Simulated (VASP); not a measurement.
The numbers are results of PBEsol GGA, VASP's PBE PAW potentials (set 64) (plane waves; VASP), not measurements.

Input for VASP

### INCAR
```
SYSTEM = PbO
PREC = Accurate; ENCUT = 620; LREAL = .False.
LASPH = .True.
EDIFF = 1E-6; NELM = 100; ALGO = Normal
LMAXMIX = 4
ISMEAR = 0; SIGMA = 0.05
GGA = PS
IBRION = 2; NSW = 40; ISIF = 3
EDIFFG = -0.02; PSTRESS = 100
LWAVE = .False.; LCHARG = .False.
```

**KPOINTS**
```
Automatic mesh
0
Gamma
9 9 9
0 0 0
```

File POSCAR:
```
PbO
1.0
  3.0781384133   0.0000000000   0.0000000000
  0.0000000000   3.0781384133   0.0000000000
  0.0000000000   0.0000000000   3.0781384133
Pb O
1 1
Cartesian
  0.0000000000   0.0000000000   0.0000000000
  1.5390692067   1.5390692067   1.5390692067
```

POTCAR, in this order: Pb_d O (PBE.64 set). Program: vasp_std.

Output of the run:

**OSZICAR**
```
       N       E                     dE             d eps       ncg     rms          rms(c)
DAV:   1     0.182401155190E+03    0.18240E+03   -0.11980E+04  1002   0.207E+03
DAV:   2     0.186005206877E+01   -0.18054E+03   -0.17435E+03  1034   0.442E+02
DAV:   3    -0.119943580013E+02   -0.13854E+02   -0.13681E+02  1232   0.125E+02
DAV:   4    -0.122633572345E+02   -0.26900E+00   -0.26888E+00  1066   0.182E+01
DAV:   5    -0.122716618791E+02   -0.83046E-02   -0.83045E-02  1310   0.325E+00    0.750E+00
DAV:   6    -0.106703155084E+02    0.16013E+01   -0.11173E+01  1352   0.339E+01    0.410E+00
DAV:   7    -0.104815179130E+02    0.18880E+00   -0.12248E+00  1060   0.110E+01    0.142E+00
DAV:   8    -0.104704556596E+02    0.11062E-01   -0.33073E-01  1022   0.576E+00    0.102E+00
DAV:   9    -0.104574924609E+02    0.12963E-01   -0.40868E-02   992   0.170E+00    0.109E-01
DAV:  10    -0.104576409675E+02   -0.14851E-03   -0.14185E-03  1214   0.568E-01    0.716E-02
DAV:  11    -0.104575858346E+02    0.55133E-04   -0.65992E-04  1016   0.280E-01    0.457E-02
DAV:  12    -0.104575632409E+02    0.22594E-04   -0.80997E-05  1022   0.747E-02    0.348E-03
DAV:  13    -0.104575629891E+02    0.25178E-06   -0.10315E-06   744   0.143E-02
   1 F= -.86372174E+01 E0= -.86372174E+01  d E =-.863722E+01
```

### OUTCAR
```
------------------------ aborting loop because EDIFF is reached ----------------------------------------
  FORCE on cell =-STRESS in cart. coord.  units (eV):
  Direction    XX          YY          ZZ          XY          YZ          ZX
  --------------------------------------------------------------------------------------
  Total        1.8122861      1.8122861      1.8122861      0.0000000     -0.0000000     -0.0000000
  in kB       99.5572525     99.5572525     99.5572525      0.0000000     -0.0000000     -0.0000000
  external PRESSURE =      -0.4427475 kB  Pullay stress =     100.0000000 kB
  volume of cell :       29.17
      direct lattice vectors                 reciprocal lattice vectors
     3.078138413  0.000000000  0.000000000     0.324871681  0.000000000  0.000000000
     0.000000000  3.078138413  0.000000000     0.000000000  0.324871681  0.000000000
     0.000000000  0.000000000  3.078138413     0.000000000  0.000000000  0.324871681
 POSITION                                       TOTAL-FORCE (eV/Angst)
 -----------------------------------------------------------------------------------
      0.00000      0.00000      0.00000         0.000000      0.000000      0.000000
      1.53907      1.53907      1.53907         0.000000      0.000000      0.000000
 -----------------------------------------------------------------------------------
    total drift:                                0.000000      0.000000      0.000000
  FREE ENERGIE OF THE ION-ELECTRON SYSTEM (eV)
  ---------------------------------------------------
  free  energy   TOTEN  =       -10.4575629891 eV

  energy  without entropy=      -10.4575629891  energy(sigma->0) =      -10.45756299
  enthalpy is  TOTEN    =        -8.6372173757 eV   P V=        1.8203456135

 reached required accuracy - stopping structural energy minimisation
```
(Selected blocks of OUTCAR.)

The structure was generated: PbO was put into the CsCl type type (Pm-3m), which need not be its known phase. It was relaxed first under an external pressure of 10 GPa.
